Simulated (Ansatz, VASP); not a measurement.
B2O: VASP beside Ansatz

```
B O
1.0
     2.87900    0.00000    0.00000
    -1.43950    2.49329    0.00000
     0.00000    0.00000    7.05200
B O
4 2
Direct
  0.00000 0.00000 0.38000
  0.00000 0.00000 0.62000
  0.66667 0.33333 0.02300
  0.33333 0.66667 0.97700
  0.66667 0.33333 0.30600
  0.33333 0.66667 0.69400
```

Alike in both runs: task single point; functional PBE; k mesh 15 × 15 × 6; occupations gaussian, width 0.1 eV; no spin polarisation.

|  | VASP | Ansatz |
| --- | --- | --- |
| version | VASP 6.6.1 | Ansatz 0.2.0 |
| potentials or method | VASP PAW PBE potentials, release 64 (B, O) | scalar-relativistic, plane waves, PAW |
| plane-wave cutoff (eV) | 520 | 420 |
| valence electrons in the cell | 24 | 24 |

Ansatz gave:

| Property | Result |
| --- | --- |
| gap on the k mesh at the Fermi level (eV) | none |
| pressure (GPa) | -19.1 |
| largest component of the traceless stress (GPa) | 18.82 |
| rms of the force components (eV/Å) | 0.067 |

Question: Which values does VASP return?

Answer: gap on the k mesh at the Fermi level (eV): none; pressure (GPa): -19.1; largest component of the traceless stress (GPa): 18.63; rms of the force components (eV/Å): 0.065.

Atom by atom the forces differ by 0.006 eV/Å (rms over components). A gap of «none» marks a metal or a gap that the smearing closes. With one functional, cell and mesh, what is left measures potentials, basis and numerics.

Caveats: so large a pressure means that the cell lies far from this level's equilibrium, or that cutoff or potentials fall short (VASP).
